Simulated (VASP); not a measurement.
All values below come from PBE GGA with D4 dispersion, VASP's PBE PAW potentials (set 64) (plane waves; VASP).

A VASP calculation is set up with these files.

### INCAR
```
ISIF  =  2
ENCUT  =  520   # plane-wave cut-off (eV)
LMAXMIX  =  4   # l cut-off of mixed one-centre charges
SIGMA  =  0.05
LWAVE  =  F
IVDW  =  13   # D4
LREAL  =  F
SYSTEM  =  SrTiO3
EDIFF  =  1E-7
PREC  =  Accurate
NELM  =  100
ALGO  =  Normal
GGA  =  PE
LCHARG  =  F
LASPH  =  T
ISMEAR  =  0
```

**POSCAR**
```
SrTiO3
1
    3.9592160670     0.0000000000     0.0000000000
    0.0000000000     3.9592160670     0.0000000000
    0.0000000000     0.0000000000     3.9592160670
Sr Ti O
1 1 3
Direct
  0.0000000000   0.0000000000   0.0000000000
  0.5000000000   0.5000000000   0.5000000000
  0.5000000000   0.0000000000   0.5000000000
  0.0000000000   0.5000000000   0.5000000000
  0.5000000000   0.5000000000   0.0000000000
```

**KPOINTS**
```
Automatic mesh
0
gamma
  6 6 6
```

POTCAR, in this order: Sr_sv Ti_sv O (PBE.64 set). Program: vasp_std.

What VASP printed:

**OUTCAR**
```
 ion  position               nearest neighbor table
   1  0.000  0.000  0.000-   3 2.80   4 2.80   5 2.80   3 2.80   4 2.80   4 2.80   5 2.80   4 2.80
                             3 2.80   5 2.80   3 2.80   5 2.80   2 3.43   2 3.43   2 3.43   2 3.43
   2  0.500  0.500  0.500-   3 1.98   4 1.98   5 1.98   5 1.98   3 1.98   4 1.98   1 3.43   1 3.43
                             1 3.43   1 3.43   1 3.43   1 3.43   1 3.43   1 3.43
   3  0.500  0.000  0.500-   2 1.98   2 1.98   1 2.80   1 2.80   1 2.80   1 2.80
   4  0.000  0.500  0.500-   2 1.98   2 1.98   1 2.80   1 2.80   1 2.80   1 2.80
   5  0.500  0.500  0.000-   2 1.98   2 1.98   1 2.80   1 2.80   1 2.80   1 2.80
  LATTYP: Found a simple cubic cell.
 ALAT       =     3.9592160670
 Subroutine PRICEL returns:
 Original cell was already a primitive cell.
 Subroutine GETGRP returns: Found 48 space group operations
The static configuration has the point symmetry O_h .
The dynamic configuration has the point symmetry O_h .
 Subroutine INISYM returns: Found 48 space group operations
 Subroutine IBZKPT returns following result:
 Found     20 irreducible k-points:

 Following reciprocal coordinates:
            Coordinates               Weight
  0.000000  0.000000  0.000000      1.000000
  0.166667  0.000000  0.000000      6.000000
  0.333333  0.000000  0.000000      6.000000
  0.500000  0.000000  0.000000      3.000000
...
```

OSZICAR:
```
       N       E                     dE             d eps       ncg     rms          rms(c)
DAV:   1     0.450980520848E+03    0.45098E+03   -0.21884E+04   960   0.184E+03
DAV:   2    -0.244192453720E+01   -0.45342E+03   -0.44405E+03  1160   0.501E+02
DAV:   3    -0.484000380594E+02   -0.45958E+02   -0.45400E+02  1384   0.149E+02
DAV:   4    -0.505053483431E+02   -0.21053E+01   -0.21045E+01  1400   0.288E+01
DAV:   5    -0.505753440602E+02   -0.69996E-01   -0.69994E-01  1352   0.405E+00    0.258E+01
DAV:   6    -0.401944660855E+02    0.10381E+02   -0.68574E+01  1456   0.736E+01    0.155E+01
DAV:   7    -0.401951138770E+02   -0.64779E-03   -0.10129E+01  1200   0.245E+01    0.100E+01
DAV:   8    -0.401742500553E+02    0.20864E-01   -0.21402E+00  1232   0.151E+01    0.295E+00
DAV:   9    -0.401038989359E+02    0.70351E-01   -0.46445E-01  1168   0.632E+00    0.980E-01
DAV:  10    -0.401060614628E+02   -0.21625E-02   -0.11028E-01  1336   0.249E+00    0.839E-01
DAV:  11    -0.400989869796E+02    0.70745E-02   -0.72406E-02  1432   0.219E+00    0.242E-01
DAV:  12    -0.400984245275E+02    0.56245E-03   -0.33236E-03  1184   0.611E-01    0.115E-01
DAV:  13    -0.400983103246E+02    0.11420E-03   -0.87380E-04  1408   0.260E-01    0.436E-02
DAV:  14    -0.400983259294E+02   -0.15605E-04   -0.91891E-05  1312   0.679E-02    0.176E-02
DAV:  15    -0.400983248349E+02    0.10945E-05   -0.41741E-06  1432   0.179E-02    0.118E-02
DAV:  16    -0.400983238046E+02    0.10303E-05   -0.31614E-06  1224   0.172E-02    0.524E-03
DAV:  17    -0.400983236064E+02    0.19818E-06   -0.19744E-06  1336   0.174E-02    0.133E-03
DAV:  18    -0.400983235829E+02    0.23486E-07   -0.18424E-07   736   0.322E-03
   1 F= -.41033487E+02 E0= -.41033487E+02  d E =-.601217E-23
```

### OUTCAR
```
------------------------ aborting loop because EDIFF is reached ----------------------------------------
  Edisp (eV):   -0.93516
  FORCE on cell =-STRESS in cart. coord.  units (eV):
  Direction    XX          YY          ZZ          XY          YZ          ZX
  --------------------------------------------------------------------------------------
  Total      -1.87505    -1.87505    -1.87505     0.00000    -0.00000     0.00000
  in kB     -48.40565   -48.40565   -48.40565     0.00000    -0.00000     0.00000
  external pressure =      -48.41 kB  Pullay stress =        0.00 kB
  volume of cell :       62.06
      direct lattice vectors                 reciprocal lattice vectors
     3.959216067  0.000000000  0.000000000     0.252575253  0.000000000  0.000000000
     0.000000000  3.959216067  0.000000000     0.000000000  0.252575253  0.000000000
     0.000000000  0.000000000  3.959216067     0.000000000  0.000000000  0.252575253
 POSITION                                       TOTAL-FORCE (eV/Angst)
 -----------------------------------------------------------------------------------
      0.00000      0.00000      0.00000         0.000000      0.000000      0.000000
      1.97961      1.97961      1.97961         0.000000      0.000000      0.000000
      1.97961      0.00000      1.97961         0.000000      0.000000      0.000000
      0.00000      1.97961      1.97961         0.000000      0.000000      0.000000
      1.97961      1.97961      0.00000         0.000000      0.000000      0.000000
 -----------------------------------------------------------------------------------
    total drift:                                0.000000      0.000000     -0.000000
  FREE ENERGIE OF THE ION-ELECTRON SYSTEM (eV)
  ---------------------------------------------------
  free  energy   TOTEN  =       -41.0334872080 eV

  energy  without entropy=      -41.0334872080  energy(sigma->0) =      -41.03348721
```
(Selected blocks of OUTCAR.)

### OUTCAR
```
 val. band max:        3.8327937301   @ k =   0.5000   0.5000   0.5000

 cond. band min:       5.6097868005   @ k =   0.0000   0.0000   0.0000


 Fermi energy:         4.1705353180

 k-point     1 :       0.0000    0.0000    0.0000
  band No.  band energies     occupation
      1     -52.8020      2.00000
      2     -29.0873      2.00000
      3     -29.0226      2.00000
      4     -29.0226      2.00000
      5     -29.0226      2.00000
      6     -13.4456      2.00000
      7     -12.4994      2.00000
      8     -12.4994      2.00000
      9     -11.0653      2.00000
     10     -11.0653      2.00000
     11     -11.0653      2.00000
     12       1.0443      2.00000
     13       1.0443      2.00000
     14       1.0443      2.00000
     15       2.7305      2.00000
     16       2.7305      2.00000
     17       2.7305      2.00000
     18       3.4560      2.00000
     19       3.4560      2.00000
     20       3.4560      2.00000
     21       5.6098      0.00000
     22       5.6098      0.00000
     23       5.6098      0.00000
     24       7.8488      0.00000

 k-point     2 :       0.1667    0.0000    0.0000
  band No.  band energies     occupation
      1     -52.8016      2.00000
      2     -29.1125      2.00000
      3     -29.0220      2.00000
      4     -29.0220      2.00000
      5     -29.0072      2.00000
      6     -13.4619      2.00000
      7     -12.5049      2.00000
      8     -12.4901      2.00000
      9     -11.0554      2.00000
     10     -11.0554      2.00000
     11     -10.9012      2.00000
     12       0.7115      2.00000
     13       1.0357      2.00000
     14       1.0357      2.00000
     15       2.4063      2.00000
     16       2.4063      2.00000
     17       2.5157      2.00000
     18       2.7349      2.00000
     19       3.3148      2.00000
     20       3.3148      2.00000
     21       5.6463      0.00000
     22       6.1456      0.00000
     23       6.1456      0.00000
     24       7.8516      0.00000
...
```

The compound is SrTiO3 in the cubic perovskite structure, the ideal cubic form; the compound distorts at low or room temperature. This cell is one point of a volume scan, at 1.03 of the reference volume.
